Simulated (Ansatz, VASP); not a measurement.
# Cross-check of Li22Si12O35 between VASP and Ansatz, part 2 of 2

One calculation is typed for both programs; each brings its own data sets. How far apart do they land? The structure shown is frame 67 of Ansatz's trajectory.

VASP 6.6.1 and Ansatz 0.2.0.

So far: The structure; Ansatz: dynamics, PBE.

## (3) VASP: single point, PBE

Level of this step: PBE; plane waves and PAW (Si, Li_sv, O) (VASP).

The same cell, functional, mesh and smearing now go to VASP, with its own data sets.

Lines of VASP's logs that name or quote its potential files are left out, and so is its time.

Input file INCAR:

```
SYSTEM = Li22Si12O35
PREC = Accurate
ENCUT = 650
EDIFF = 1E-06
NELM = 120
ISMEAR = -1
SIGMA = 0.078
LREAL = Auto
ALGO = Normal
GGA = PE
NBANDS = 216
LORBIT = 11
LWAVE = .FALSE.
LCHARG = .FALSE.
ISIF = 2
LASPH = .TRUE.
GGA_COMPAT = .FALSE.
EFERMI = MIDGAP
NCORE = 2
```

Input file POSCAR:

```
Li22Si12O35
1.0
    9.0778000000      0.0000000000      0.0000000000
    0.0000000000      9.0778000000      0.0000000000
    0.0000000000      0.0000000000      9.0778000000
Si Li O
12 22 35
Direct
    0.8672475710      0.8081473485      0.7750556302
    0.7502148098      0.0787525612      0.3715878297
    0.1851660094      0.7192381414      0.1072506554
    0.1716935821      0.0465641455      0.0217894203
    0.8499085682      0.1851219458      0.0753156051
    0.1581220119      0.6936482408      0.6585846791
    0.6067108771      0.7207473176      0.3465266915
    0.3463614532      0.9494701359      0.7635550464
    0.5383022318      0.3511533631      0.4831126484
    0.7201194122      0.3664103637      0.7731498821
    0.3064619181      0.4804247725      0.1064575117
    0.1977681817      0.3826698099      0.5169864945
    0.9734627333      0.4702791425      0.1913459208
    0.4762387363      0.5410341713      0.8564850514
    0.1547841988      0.2613408535      0.1986053890
    0.6053669391      0.3140188151      0.2462601071
    0.1279715350      0.0608847959      0.6909163013
    0.5495164027      0.6116349776      0.6207120668
    0.4123466038      0.9289255106      0.1934499548
    0.4338496111      0.1736764414      0.9511004869
    0.4696402212      0.9755777832      0.4553746502
    0.9204542951      0.2469651237      0.4877062724
    0.6921831281      0.9401506973      0.6871488687
    0.0598162550      0.5269779021      0.9113221265
    0.7916235211      0.8111216374      0.1380180220
    0.9305448457      0.1900240146      0.7268170702
    0.1729383771      0.0358016259      0.4531935050
    0.0280133953      0.8476172641      0.3119257970
    0.3048095353      0.7628610456      0.3941153143
    0.6690938333      0.6313093481      0.0323316222
    0.6599396330      0.9587455110      0.9741016546
    0.8340126462      0.8345193769      0.5054969266
    0.8261583203      0.5538346295      0.5390292802
    0.0919936549      0.6060719558      0.3558351142
    0.0182863689      0.6829077530      0.1589371874
    0.9217982331      0.9817136311      0.7224878274
    0.0075128335      0.1069091630      0.0394919474
    0.7782282051      0.8146467206      0.9403379673
    0.0840291701      0.4220846461      0.3952940140
    0.3172354535      0.0210733878      0.5849324726
    0.6956751636      0.4891493534      0.8947432197
    0.8428033224      0.3657273789      0.6456520302
    0.0824979621      0.7267619908      0.5012998744
    0.4396549825      0.3789794884      0.0757782723
    0.3072220141      0.1005419815      0.1191808588
    0.7813346846      0.7258366565      0.3415034480
    0.2764326158      0.7846835136      0.7351340633
    0.1297891560      0.2374033356      0.5905175263
    0.7273568486      0.0875432373      0.1606336337
    0.8461631673      0.3464936438      0.1437572980
    0.7669148913      0.1979334200      0.8924959792
    0.9176232127      0.0573707286      0.3656392518
    0.6639934786      0.2328758069      0.4123686356
    0.0372226751      0.6942871621      0.7871841195
    0.2759258851      0.6185309216      0.9801934389
    0.5117209015      0.9903170372      0.8221375223
    0.3676441429      0.3255854943      0.4577320496
    0.5637489260      0.3377139836      0.6497058759
    0.1647756064      0.3733173236      0.0598603186
    0.2768402036      0.5920927978      0.2700984820
    0.6724646941      0.9714468263      0.4615655776
    0.2543017031      0.0905285422      0.8453700236
    0.5937341647      0.7773469343      0.1622309370
    0.5031946066      0.7540373218      0.4813060433
    0.2430875322      0.8607702307      0.2680164798
    0.6096851660      0.5103329000      0.4028398951
    0.7572759920      0.7283813259      0.6641146533
    0.2331401882      0.5189693538      0.6304280773
    0.1602590936      0.8681288418      0.9850404283
```

Input file KPOINTS:

```
Automatic mesh
0
Gamma
1 1 1
0 0 0
```

PAW data sets: Si, Li_sv and O (PBE family, release 64).

Started as:

```
$ mpirun -np 8 vasp_gam
```

Numbers of over 12 decimals in the logs are rounded to 6 here.

The program printed:

```text
[banner, memory and clock lines left out]
running    8 mpi-ranks, on    1 nodes
[...]
LDA part: xc-table for (Slater+PW92), standard interpolation
 POSCAR, INCAR and KPOINTS ok, starting setup
[...]
entering main loop
       N       E                     dE             d eps       ncg     rms          rms(c)
DAV:   1     0.413905108409E+04    0.41391E+04   -0.20051E+05   432   0.193E+03
DAV:   2    -0.188629788730E+02   -0.41579E+04   -0.38854E+04   504   0.494E+02
DAV:   3    -0.443075367203E+03   -0.42421E+03   -0.42000E+03   536   0.160E+02
DAV:   4    -0.486431684236E+03   -0.43356E+02   -0.43049E+02   760   0.380E+01
[...]
DAV:  17    -0.427387842218E+03   -0.47448E-05   -0.56799E-05   608   0.193E-02    0.105E-02
DAV:  18    -0.427387842418E+03   -0.20057E-06   -0.12526E-05   592   0.790E-03    0.506E-03
DAV:  19    -0.427387842970E+03   -0.55198E-06   -0.16952E-06   328   0.490E-03
   1 F= -.42738784E+03 E0= -.42738784E+03  d E =-.146926E-06
```

OUTCAR, selected parts (step 3):

```text
  Total       20.8979162     15.0090678      5.9022235      7.1582944     -7.8367387      0.8366954
  in kB       44.7581095     32.1456691     12.6410865     15.3312762    -16.7843341      1.7919922
  external PRESSURE =      29.8482884 kB  Pullay stress =       0.0000000 kB

 POSITION                                       TOTAL-FORCE (eV/Angst)
 -----------------------------------------------------------------------------------
      7.87270      7.33620      7.03580         3.291972     -0.286057      4.490626
      6.81030      0.71490      3.37320         0.672649      3.786858     -6.583048
      1.68090      6.52910      0.97360         0.128763      4.802660      2.296180
      1.55860      0.42270      0.19780         2.666577     -1.832809     -2.570785
      7.71530      1.68050      0.68370        -1.333557      2.616085     -2.826542
      1.43540      6.29680      5.97850        -2.327658     -3.724120     -2.811362
      5.50760      6.54280      3.14570         1.378593     -1.864939     -2.764854
      3.14420      8.61910      6.93140         1.338681      3.337992     -3.222940
      4.88660      3.18770      4.38560         1.414620      2.108479     -2.681615
      6.53710      3.32620      7.01850        -0.028723     -2.739295      1.195923
      2.78200      4.36120      0.96640        -2.667873     -0.575060      1.334754
      1.79530      3.47380      4.69310         0.869403     -1.964584      1.367078
      8.83690      4.26910      1.73700         0.855651      0.660176      0.238878
      4.32320      4.91140      7.77500        -0.527094     -0.682820      1.188958
[...]
-----------------------------------------------------------------------------------
    total drift:                               -0.007634      0.012665     -0.029503

  FREE ENERGIE OF THE ION-ELECTRON SYSTEM (eV)
  ---------------------------------------------------
  free  energy   TOTEN  =      -427.3878429701 eV

  energy  without entropy=     -427.3878428232  energy(sigma->0) =     -427.38784290

[... 3 further parts left out ...]
[key lines of the parts left out:]
E-fermi :   4.0661
```

The run ends at a pressure of 2.98 GPa, with forces up to 7.6 eV/Å.

## (4) Comparison

Known differences besides the potentials themselves: the cutoff is 420 eV in Ansatz and 650 eV in VASP (PREC = Accurate, projectors in real space). Total energies have different zeros and are not compared.

Forces on 10 of the 69 atoms, those with the largest forces and the largest differences (eV/Å; atoms numbered as in POSCAR):

```csv
atom,"Ansatz x, y, z","VASP x, y, z"
Si1,"3.235, -0.285, 4.446","3.292, -0.286, 4.491"
Si2,"0.751, 3.771, -6.572","0.673, 3.787, -6.583"
Si3,"0.103, 4.757, 2.336","0.129, 4.803, 2.296"
Si6,"-2.398, -3.688, -2.840","-2.328, -3.724, -2.811"
Li15,"0.018, -1.108, 1.542","0.008, -1.205, 1.649"
Li29,"0.859, -2.196, 2.285","0.934, -2.317, 2.458"
O47,"4.534, 2.073, 1.465","4.554, 2.113, 1.462"
O58,"1.323, 1.110, 6.367","1.366, 1.114, 6.434"
O61,"-3.736, -4.633, 4.146","-3.739, -4.656, 4.167"
O65,"-2.053, 1.121, -3.092","-2.153, 1.221, -3.241"
```

The forces differ by 42 meV/Å r.m.s., which is 2.4 % of the r.m.s. force of 1.758 eV/Å (both taken over all components).

## (5) Summary of results

| Property | Result |
| --- | --- |
| r.m.s. force difference (single point, PBE) | 2.4 % of the r.m.s. force |

**Reading.** The r.m.s. force difference is 2.4 % of the r.m.s. force (single point, PBE), within the 3 % picked in this series as the mark of a large difference. 2 further runs of this series are not shown here. Such differences can come from data sets, numerical settings and the points named under the comparisons, not from the functional's error against experiment.

[Lines on the potential files, build, host, timing and source positions are cut from VASP's logs without a mark.]

[Logs are printed without paths, hosts, clocks, repeated set-up lines and the standing remarks that a program may print on its own settings, such as how far it seeks lower states.]

[Hosts, paths, dates, database ids (printed as entryN), source tags and the programs' standing remarks are cut or masked in the printed files.]
